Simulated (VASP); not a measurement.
Energy against volume of BN (wurtzite). These are PBE GGA, VASP's PBE PAW potentials (set 64) (plane waves; VASP) values and carry that method's errors. Run with 520 eV cut-off, 10×10×5 Γ-centred mesh, Gaussian smearing of 0.050 eV, potentials B N.

Shape and ions are relaxed at each volume.

| V (Å³/atom) | E (eV/atom) |
|---|---|
| 5.793 | -8.70134 |
| 5.973 | -8.70819 |
| 6.152 | -8.70247 |
| 6.331 | -8.68585 |

Question: Fit these four points and predict the energy of the run at 5.614 Å³/atom.

Answer: A cubic in V^(−2/3), the third-order Birch-Murnaghan form, passes through the four points with V0 = 5.98 Å³/atom and B0 = 372 GPa, and gives -8.6802 eV/atom there. The run gave -8.6801 eV/atom, +0.1 meV/atom from the fit; all five points give B0 = 373 GPa.

The compound is BN in the wurtzite structure, a metastable high-pressure form. It was relaxed first.
